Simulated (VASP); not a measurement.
Output of a VASP run:

### OSZICAR
```
       N       E                     dE             d eps       ncg     rms          rms(c)
DAV:   1     0.101529058862E+03    0.10153E+03   -0.69740E+03  1416   0.113E+03
DAV:   2    -0.114515728020E+01   -0.10267E+03   -0.95661E+02  1840   0.270E+02
DAV:   3    -0.706744461774E+01   -0.59223E+01   -0.58933E+01  1820   0.600E+01
DAV:   4    -0.726981796321E+01   -0.20237E+00   -0.20218E+00  2436   0.103E+01
DAV:   5    -0.727101007327E+01   -0.11921E-02   -0.11921E-02  1844   0.855E-01    0.323E+00
DAV:   6    -0.702385387774E+01    0.24716E+00   -0.46395E-01  1724   0.394E+00    0.265E+00
DAV:   7    -0.700995805719E+01    0.13896E-01   -0.10768E-01  1820   0.208E+00    0.153E+00
DAV:   8    -0.702026509691E+01   -0.10307E-01   -0.18319E-02  2000   0.116E+00    0.183E-01
DAV:   9    -0.702091689248E+01   -0.65180E-03   -0.11232E-03  1884   0.230E-01    0.956E-02
DAV:  10    -0.702149963646E+01   -0.58274E-03   -0.52280E-04  1672   0.183E-01    0.160E-02
DAV:  11    -0.702151949765E+01   -0.19861E-04   -0.23049E-05  1864   0.382E-02    0.102E-02
DAV:  12    -0.702152324540E+01   -0.37477E-05   -0.85209E-06  1760   0.203E-02    0.482E-03
DAV:  13    -0.702152322773E+01    0.17671E-07   -0.11878E-06  1876   0.865E-03    0.180E-03
DAV:  14    -0.702152329195E+01   -0.64221E-07   -0.10999E-07  1396   0.270E-03
   1 F= -.70215233E+01 E0= -.70215233E+01  d E =-.244292E-12
```

File OUTCAR:
```
------------------------ aborting loop because EDIFF is reached ----------------------------------------
  FORCE on cell =-STRESS in cart. coord.  units (eV):
  Direction    XX          YY          ZZ          XY          YZ          ZX
  --------------------------------------------------------------------------------------
  Total       -0.1901976     -0.0594892     -0.1901976      0.0000000     -0.0000000      0.0000000
  in kB       -4.8915073     -1.5299439     -4.8915073      0.0000000     -0.0000000      0.0000000
  external PRESSURE =      -3.7709861 kB  Pullay stress =       0.0000000 kB
  volume of cell :       62.30
      direct lattice vectors                 reciprocal lattice vectors
     0.000000000  3.125600162  3.156856164    -0.158385423  0.159969278  0.158385423
     3.156856164  0.000000000  3.156856164     0.158385423 -0.159969278  0.158385423
     3.156856164  3.125600162  0.000000000     0.158385423  0.159969278 -0.158385423
  FREE ENERGIE OF THE ION-ELECTRON SYSTEM (eV)
  ---------------------------------------------------
  free  energy   TOTEN  =        -7.0215232919 eV

  energy  without entropy=       -7.0215232919  energy(sigma->0) =       -7.02152329
```
(Selected blocks of OUTCAR.)

### POSCAR
```
KCl
1
    0.0000000000     3.1256001620     3.1568561636
    3.1568561636     0.0000000000     3.1568561636
    3.1568561636     3.1256001620     0.0000000000
K Cl
1 1
Direct
  0.0000000000   0.0000000000   0.0000000000
  0.5000000000   0.5000000000   0.5000000000
```

Problem. Reconstruct the remaining input files.

Solution. This is not unique; one that fits is the input of the run itself, PBEsol GGA, plane waves, VASP's PBE PAW potentials (set 64).

KPOINTS:
```
Automatic
0
G
8 8 8
```

### INCAR
```
SYSTEM = KCl
PREC = Accurate
ENCUT = 480
EDIFF = 1E-7
NELM = 100
ALGO = Normal
LREAL = .FALSE.
LASPH = .TRUE.
ISMEAR = 0
SIGMA = 0.05
GGA = PS
LWAVE = .FALSE.
LCHARG = .FALSE.
ISIF = 2
```

POTCAR, in this order: K_sv Cl (PBE.64 set). Program: vasp_std.

The compound is KCl in the rock salt structure. This cell was strained or had an atom moved on purpose.
